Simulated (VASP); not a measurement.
Calculation: PBE GGA with D3 dispersion (zero damping), VASP's PBE PAW potentials (set 64) (plane waves; VASP 6.6.1).

VASP input:

### POSCAR
```
W
1
   -1.6113604430     1.6113604430     1.6113604430
    1.6113604430    -1.6113604430     1.6113604430
    1.6113604430     1.6113604430    -1.6113604430
W
1
Direct
  0.0000000000   0.0000000000   0.0000000000
```

### INCAR
```
! general
SYSTEM   =  W
PREC     =  Accurate
ENCUT    =  520
LREAL    =  .FALSE.
LASPH    =  .TRUE.   ! aspherical one-centre terms

! electronic loop
EDIFF    =  1E-7   ! SCF stop (eV)
NELM     =  100   ! most electronic steps
ALGO     =  Normal   ! blocked Davidson
LMAXMIX  =  6   ! l cut-off of mixed one-centre charges

! smearing
ISMEAR   =  1
SIGMA    =  0.1   ! width (eV)

! functional
GGA      =  PE   ! PBE
IVDW     =  11   ! D3, zero damping

! ions
ISIF     =  2   ! forces and stress, cell fixed

! output
LWAVE    =  .FALSE.
LCHARG   =  .FALSE.
```

### KPOINTS
```
Automatic mesh
0
Gamma
16 16 16
0 0 0
```

POTCAR, in this order: W_sv (PBE.64 set). Program: vasp_std.

The run wrote:

OSZICAR:
```
       N       E                     dE             d eps       ncg     rms          rms(c)
DAV:   1     0.788450044210E+02    0.78845E+02   -0.78208E+03  3190   0.143E+03
DAV:   2    -0.119581132857E+02   -0.90803E+02   -0.87863E+02  3409   0.338E+02
DAV:   3    -0.135984397868E+02   -0.16403E+01   -0.16191E+01  3661   0.447E+01
DAV:   4    -0.136078081361E+02   -0.93683E-02   -0.93663E-02  3432   0.364E+00
DAV:   5    -0.136078852614E+02   -0.77125E-04   -0.77125E-04  3598   0.340E-01    0.189E+01
DAV:   6    -0.130766380681E+02    0.53125E+00   -0.65821E-01  3400   0.106E+01    0.716E+00
DAV:   7    -0.129421733896E+02    0.13446E+00   -0.33111E-01  3526   0.705E+00    0.774E-01
DAV:   8    -0.129380184302E+02    0.41550E-02   -0.38282E-03  3274   0.934E-01    0.102E-01
DAV:   9    -0.129379693448E+02    0.49085E-04   -0.18822E-04  3595   0.174E-01    0.413E-02
DAV:  10    -0.129379655483E+02    0.37965E-05   -0.91673E-06  3409   0.422E-02    0.159E-02
DAV:  11    -0.129379665199E+02   -0.97159E-06   -0.51686E-07  3523   0.656E-03    0.730E-04
DAV:  12    -0.129379663541E+02    0.16588E-06   -0.11360E-08  1739   0.114E-03    0.151E-04
DAV:  13    -0.129379663218E+02    0.32282E-07   -0.10753E-09  1679   0.430E-04
   1 F= -.13516927E+02 E0= -.13516612E+02  d E =-.947505E-03
```

### OUTCAR
```
------------------------ aborting loop because EDIFF is reached ----------------------------------------
 Edisp (eV)   -0.57896
  FORCE on cell =-STRESS in cart. coord.  units (eV):
  Direction    XX          YY          ZZ          XY          YZ          ZX
  --------------------------------------------------------------------------------------
  Total      -1.77821    -1.77821    -1.77821     0.00000     0.00000     0.00000
  in kB    -170.23773  -170.23773  -170.23773     0.00000     0.00000     0.00000
  external pressure =     -170.24 kB  Pullay stress =        0.00 kB
  volume of cell :       16.74
      direct lattice vectors                 reciprocal lattice vectors
    -1.611360443  1.611360443  1.611360443     0.000000000  0.310296807  0.310296807
     1.611360443 -1.611360443  1.611360443     0.310296807  0.000000000  0.310296807
     1.611360443  1.611360443 -1.611360443     0.310296807  0.310296807  0.000000000
 POSITION                                       TOTAL-FORCE (eV/Angst)
 -----------------------------------------------------------------------------------
      0.00000      0.00000      0.00000        -0.000000      0.000000      0.000000
 -----------------------------------------------------------------------------------
    total drift:                               -0.000000      0.000000      0.000000
  FREE ENERGIE OF THE ION-ELECTRON SYSTEM (eV)
  ---------------------------------------------------
  free  energy   TOTEN  =       -13.5169273441 eV

  energy  without entropy=      -13.5159798395  energy(sigma->0) =      -13.51661151
```
(Selected blocks of OUTCAR.)

The compound is W in the bcc structure. This cell is one point of a volume scan, at 1.06 of the reference volume.
